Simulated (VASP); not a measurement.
Data:

```yaml
crystal:
  lattice:
    - [0.00000, 2.64384, 2.64384]
    - [2.64384, 0.00000, 2.64384]
    - [2.64384, 2.64384, 0.00000]
  atoms:
    - { symbol: Ga, position: [0.00000, 0.00000, 0.00000] }
    - { symbol: As, position: [0.25000, 0.25000, 0.25000] }
```

The numbers are results of LDA (Ceperley-Alder, Perdew-Zunger), VASP's LDA PAW potentials (set 64) (plane waves; VASP), not measurements. Run with 500 eV cut-off, 9×9×9 Γ-centred mesh, Gaussian smearing of 0.050 eV, potentials Ga_d As.

### Question
What does the run give for the energy per atom (σ→0), pressure?

### Answer

```
Item                           Result
---------------------  --------------
energy per atom (σ→0)  -4.630 eV/atom
pressure                    19.89 GPa
```

The absolute energy has meaning only against runs of the same code, potentials and settings.

The compound is GaAs in the zinc blende structure. It was relaxed first under an external pressure of 20 GPa.
